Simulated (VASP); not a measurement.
A convergence study with VASP on Ti$_{2}$O (space group C2): a few settings are varied, all else stays as given below, so the limit is that of these other settings. The cell's lengths are 1 % over those of the tabulated start and one atom is moved, so it is off equilibrium.

```yaml
crystal:
  lattice:
    - [2.98362, 0.00000, 0.00000]
    - [-1.49181, 2.58389, 0.00000]
    - [0.00000, 0.00000, 4.87056]
  atoms:
    - { symbol: Ti, position: [0.33333, 0.66667, 0.73005] }
    - { symbol: Ti, position: [0.66667, 0.33333, 0.26995] }
    - { symbol: O, position: [0.02031, 0.00000, 0.00000] }
```

Calculation: PBEsol GGA, VASP's PBE PAW potentials (set 64) (plane waves; VASP 6.6.1). The last row used: 900 eV cut-off, 10×10×5 Γ-centred mesh, first-order Methfessel-Paxton smearing of 0.10 eV, potentials Ti_sv O_h.

Energies of different potentials or hybrids have different zeros.

| setting | E (eV/atom) | pressure (GPa) | largest force (eV/Å) | plane waves |
|---|---|---|---|---|
| ENCUT = 300, POTCAR Ti_sv O | -9.2165 | -29.64 | 0.563 | 458 |
| ENCUT = 400, POTCAR Ti_sv O | -9.1782 | -12.55 | 0.477 | 696 |
| ENCUT = 520, POTCAR Ti_sv O | -9.1762 | -9.32 | 0.482 | 1032 |
| ENCUT = 700, POTCAR Ti_sv O | -9.1782 | -9.41 | 0.485 | 1605 |
| ENCUT = 900, POTCAR Ti_sv O | -9.1785 | -9.22 | 0.485 | 2340 |
| ENCUT = 300, POTCAR Ti O | -9.1748 | -30.24 | 0.465 | 458 |
| ENCUT = 400, POTCAR Ti O | -9.1329 | -13.04 | 0.461 | 696 |
| ENCUT = 520, POTCAR Ti O | -9.1278 | -10.32 | 0.461 | 1032 |
| ENCUT = 700, POTCAR Ti O | -9.1292 | -10.43 | 0.460 | 1605 |
| ENCUT = 900, POTCAR Ti O | -9.1293 | -10.28 | 0.460 | 2340 |
| ENCUT = 300, POTCAR Ti_pv O | -9.2003 | -29.60 | 0.504 | 458 |
| ENCUT = 400, POTCAR Ti_pv O | -9.1563 | -11.87 | 0.465 | 696 |
| ENCUT = 700, POTCAR Ti_pv O | -9.1531 | -9.22 | 0.463 | 1605 |
| ENCUT = 900, POTCAR Ti_pv O | -9.1533 | -9.07 | 0.463 | 2340 |
| ENCUT = 300, POTCAR Ti_sv O_s | -9.1711 | -10.28 | 0.509 | 458 |
| ENCUT = 400, POTCAR Ti_sv O_s | -9.1717 | -9.84 | 0.479 | 696 |
| ENCUT = 520, POTCAR Ti_sv O_s | -9.1755 | -9.29 | 0.474 | 1032 |
| ENCUT = 700, POTCAR Ti_sv O_s | -9.1759 | -9.19 | 0.476 | 1605 |
| ENCUT = 900, POTCAR Ti_sv O_s | -9.1762 | -9.14 | 0.475 | 2340 |
| ENCUT = 300, POTCAR Ti_sv O_h | -8.7001 | -115.64 | 0.419 | 458 |
| ENCUT = 400, POTCAR Ti_sv O_h | -8.8409 | -79.03 | 0.469 | 696 |
| ENCUT = 520, POTCAR Ti_sv O_h | -9.0903 | -39.54 | 0.447 | 1032 |
| ENCUT = 700, POTCAR Ti_sv O_h | -9.1702 | -14.90 | 0.486 | 1605 |
| ENCUT = 900, POTCAR Ti_sv O_h | -9.1788 | -9.53 | 0.485 | 2340 |

Left out are rungs that failed or repeat a setting and relaxations that didn't move; long series are thinned to 24 rows.

The structure comes from a computed database's Ti2O entry; how it stands against other phases isn't given here. The cell was not relaxed at this level, forces remain on its atoms.
